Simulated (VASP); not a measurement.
Calculation: PBEsol GGA, VASP's PBE PAW potentials (set 64) (plane waves; VASP).

VASP ran on this input.

**POSCAR**
```
Pb
1
    0.0000000000     2.4640938090     2.4640938090
    2.4640938090     0.0000000000     2.4640938090
    2.4640938090     2.4640938090     0.0000000000
Pb
1
Direct
  0.0000000000   0.0000000000   0.0000000000
```

### INCAR
```
EDIFFG = -0.03
NELM = 100
NSW = 20   ! most ionic steps
LMAXMIX = 4   ! l cut-off of mixed one-centre charges
LREAL = .False.
IBRION = 2   ! conjugate gradients
LCHARG = .False.
PREC = Normal
ENCUT = 400   ! plane-wave cut-off (eV)
ALGO = Fast   ! Davidson, then RMM-DIIS
ISIF = 2   ! forces and stress, cell fixed
ISMEAR = 1   ! Methfessel-Paxton
SYSTEM = Pb
LWAVE = .False.
LASPH = .True.
EDIFF = 1E-5   ! SCF stop (eV)
SIGMA = 0.1   ! width (eV)
GGA = PS   ! PBEsol
NELMIN = 4
```

### KPOINTS
```
K-points
0
gamma
14 14 14
0 0 0
```

POTCAR, in this order: Pb_d (PBE.64 set). Program: vasp_std.

Output of the run:

File OSZICAR:
```
       N       E                     dE             d eps       ncg     rms          rms(c)
DAV:   1     0.941685687292E+02    0.94169E+02   -0.63960E+03  2316   0.123E+03
DAV:   2     0.193447479683E+00   -0.93975E+02   -0.92069E+02  2339   0.303E+02
DAV:   3    -0.392703016107E+01   -0.41205E+01   -0.41002E+01  2723   0.757E+01
DAV:   4    -0.401616775232E+01   -0.89138E-01   -0.89138E-01  2739   0.122E+01
DAV:   5    -0.402007743976E+01   -0.39097E-02   -0.39096E-02  2880   0.224E+00    0.590E-01
RMM:   6    -0.400606705107E+01    0.14010E-01   -0.17774E-02  2292   0.225E+00    0.285E-01
RMM:   7    -0.400258513035E+01    0.34819E-02   -0.10710E-02  2288   0.135E+00    0.906E-02
RMM:   8    -0.400250247189E+01    0.82658E-04   -0.19407E-03  2523   0.831E-01    0.160E-02
RMM:   9    -0.400256830373E+01   -0.65832E-04   -0.73276E-04  2493   0.309E-01    0.178E-02
RMM:  10    -0.400257483720E+01   -0.65335E-05   -0.23594E-04  2338   0.335E-01    0.103E-02
RMM:  11    -0.400258011884E+01   -0.52816E-05   -0.11977E-04  2261   0.134E-01    0.271E-03
RMM:  12    -0.400258233791E+01   -0.22191E-05   -0.24260E-05  1705   0.727E-02
   1 F= -.40025823E+01 E0= -.40026125E+01  d E =-.400258E+01
```

File OUTCAR:
```
------------------------ aborting loop because EDIFF is reached ----------------------------------------
  FORCE on cell =-STRESS in cart. coord.  units (eV):
  Direction    XX          YY          ZZ          XY          YZ          ZX
  --------------------------------------------------------------------------------------
  Total        0.0262474      0.0262474      0.0262474     -0.0000000      0.0000000      0.0000000
  in kB        1.4053854      1.4053854      1.4053854     -0.0000000      0.0000000      0.0000000
  external PRESSURE =       1.4053854 kB  Pullay stress =       0.0000000 kB
  volume of cell :       29.92
      direct lattice vectors                 reciprocal lattice vectors
     0.000000000  2.464093809  2.464093809    -0.202914353  0.202914353  0.202914353
     2.464093809  0.000000000  2.464093809     0.202914353 -0.202914353  0.202914353
     2.464093809  2.464093809  0.000000000     0.202914353  0.202914353 -0.202914353
 POSITION                                       TOTAL-FORCE (eV/Angst)
 -----------------------------------------------------------------------------------
      0.00000      0.00000      0.00000         0.000000     -0.000000     -0.000000
 -----------------------------------------------------------------------------------
    total drift:                               -0.000000     -0.000000      0.000000
  FREE ENERGIE OF THE ION-ELECTRON SYSTEM (eV)
  ---------------------------------------------------
  free  energy   TOTEN  =        -4.0025823379 eV

  energy  without entropy=       -4.0026728316  energy(sigma->0) =       -4.00261250

 reached required accuracy - stopping structural energy minimisation
```
(Selected blocks of OUTCAR.)

File OUTCAR:
```
 val. band max:        7.2798805747   @ k =  -0.2857   0.2857   0.0714

 cond. band min:       7.3040172926   @ k =   0.3571   0.2143   0.0000


 Fermi energy:         7.2921158137

 k-point     1 :       0.0000    0.0000    0.0000
  band No.  band energies     occupation
      1      -9.7479      2.00000
      2      -9.7479      2.00000
      3      -9.7479      2.00000
      4      -9.6001      2.00000
      5      -9.6001      2.00000
      6      -4.6095      2.00000
      7      14.7664      0.00000
      8      14.7664      0.00000
      9      14.7664      0.00000
     10      17.0216      0.00000
     11      18.7359      0.00000

 k-point     2 :       0.0714    0.0000    0.0000
  band No.  band energies     occupation
      1      -9.7482      2.00000
      2      -9.7402      2.00000
      3      -9.7402      2.00000
      4      -9.6006      2.00000
      5      -9.6006      2.00000
      6      -4.5098      2.00000
      7      13.5544      0.00000
      8      14.6406      0.00000
      9      14.6406      0.00000
     10      16.8030      0.00000
     11      19.2596      0.00000

 k-point     3 :       0.1429    0.0000    0.0000
  band No.  band energies     occupation
      1      -9.7498      2.00000
      2      -9.7224      2.00000
      3      -9.7224      2.00000
      4      -9.5980      2.00000
      5      -9.5980      2.00000
      6      -4.2104      2.00000
      7      11.3561      0.00000
      8      14.3209      0.00000
      9      14.3209      0.00000
     10      16.5370      0.00000
     11      20.0114      0.00000

 k-point     4 :       0.2143    0.0000    0.0000
  band No.  band energies     occupation
      1      -9.7543      2.00000
      2      -9.7105      2.00000
      3      -9.7105      2.00000
      4      -9.5800      2.00000
      5      -9.5800      2.00000
      6      -3.7122      2.00000
      7       9.0973     -0.00000
      8      13.9168      0.00000
      9      13.9168      0.00000
...
```

Unless said otherwise, spin-orbit coupling is left out, though it shifts the bands of the heavy elements here.

The compound is Pb in the fcc structure. It was relaxed first.
